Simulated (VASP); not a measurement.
An input for Ansatz (written as the equivalent of a VASP run, and not itself run):

Ansatz 0.2 input:
```yaml
crystal:
  lattice:
    - [1.4579100, -2.5251740, 0.0000000]
    - [1.4579100, 2.5251740, 0.0000000]
    - [0.0000000, 0.0000000, 2.8456800]
  atoms:
    - { symbol: W, position: [0.0000000, 0.0000000, 0.0000000] }
    - { symbol: C, position: [0.3333330, 0.6666670, 0.5000000] }
kpoints:
  mp_grid: { grid: [10, 10, 9] }
hamiltonian:
  xc: pbesol
  pseudopotentials: { kind: paw }
scf:
  occupations: { method: fermi_dirac, width: 0.136 }
  max_iter: 100
output: { forces: true, stress: true, eigenvalues: true }
```

Question: Write the VASP files for the same calculation (PBEsol).

Answer: One answer among several that fit: 
**KPOINTS**
```
kpoints
0
G
  10 10 9
```

### INCAR
```
# general
SYSTEM  = WC
PREC    = Accurate
ENCUT   = 400
LREAL   = .FALSE.
LASPH   = .TRUE.

# electronic loop
EDIFF   = 1E-6   # SCF stop (eV)
NELM    = 100
ALGO    = Normal
LMAXMIX = 6   # l cut-off of mixed one-centre charges

# smearing
ISMEAR  = -1
SIGMA   = 0.136

# functional
GGA     = PS

# ions
ISIF    = 2

# output
LWAVE   = .FALSE.
LCHARG  = .FALSE.
```

POSCAR:
```
WC
1
    1.4579100000    -2.5251740000     0.0000000000
    1.4579100000     2.5251740000     0.0000000000
    0.0000000000     0.0000000000     2.8456800000
W C
1 1
Direct
  0.0000000000   0.0000000000   0.0000000000
  0.3333330000   0.6666670000   0.5000000000
```

POTCAR, in this order: W_sv C (PBE.64 set). Program: vasp_std.

Limits of the translation: each code has its own PAW files, so the cut-off isn't converted (ENCUT is set for VASP's; basis.ecutwfc is left out, and Ansatz then takes the one that its files recommend); Ansatz stops its SCF on the density residual and VASP on the energy change (EDIFF).

The structure is a typed WC crystal (P-6m2). The cell was not relaxed at this level. The run is one of a series of settings (GGA = PS, POTCAR W_sv C (PBE.64 set) against the base run), some of them coarse on purpose.
